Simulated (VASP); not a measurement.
An input for Quantum ESPRESSO's pw.x (written as the equivalent of a VASP run, and not itself run):

```
&CONTROL
  calculation = 'scf'
  pseudo_dir = './pseudo'
  outdir = './out'
  tprnfor = .true.
  tstress = .true.
/
&SYSTEM
  ibrav = 0
  nat = 4
  ntyp = 2
  ecutwfc = 86
  occupations = 'smearing'
  smearing = 'gaussian'
  degauss = 0.000735
  input_dft = 'pz'
/
&ELECTRONS
  conv_thr = 7.3e-08
  electron_maxstep = 100
/
ATOMIC_SPECIES
  In 114.818 In.upf
  Se 78.971 Se.upf
CELL_PARAMETERS angstrom
     2.0233450    1.1681790    8.6085230
    -2.0233450    1.1681790    8.6085230
     0.0000000   -2.3363580    8.6085230
ATOMIC_POSITIONS crystal
  In   0.1103500  0.1103500  0.1103500
  In   0.0018300  0.0018300  0.0018300
  Se   0.6197130  0.6197130  0.6197130
  Se   0.8258070  0.8258070  0.8258070
K_POINTS automatic
  6 6 6 0 0 0
```

Question: Write the VASP files for the same calculation (LDA).

Answer: Several could match; the one computed here: 
**KPOINTS**
```
Automatic
0
Gamma
 6 6 6
```

INCAR:
```
SYSTEM = InSe
PREC = Accurate
ENCUT = 300
EDIFF = 1E-6
NELM = 100
ALGO = Normal
LREAL = .FALSE.
LASPH = .TRUE.
ISMEAR = 0
SIGMA = 0.01
LMAXMIX = 4
LWAVE = .FALSE.
LCHARG = .FALSE.
ISIF = 2
```

File POSCAR:
```
InSe
1
    2.0233450000     1.1681790000     8.6085230000
   -2.0233450000     1.1681790000     8.6085230000
    0.0000000000    -2.3363580000     8.6085230000
In Se
2 2
Direct
  0.1103500000   0.1103500000   0.1103500000
  0.0018300000   0.0018300000   0.0018300000
  0.6197130000   0.6197130000   0.6197130000
  0.8258070000   0.8258070000   0.8258070000
```

POTCAR, in this order: In_d Se (LDA.64 set). Program: vasp_std.

The two are equivalent in intent, not identical: the potentials are each code's own (VASP's PAW set, PseudoDojo norm-conserving files in pw.x), so ENCUT and ecutwfc are chosen apart and not converted; conv_thr bounds pw.x's estimated SCF error, while EDIFF bounds the energy change between steps.

The structure comes from a computed database's InSe entry (R3m); how it stands against other phases isn't given here. The cell was not relaxed at this level.
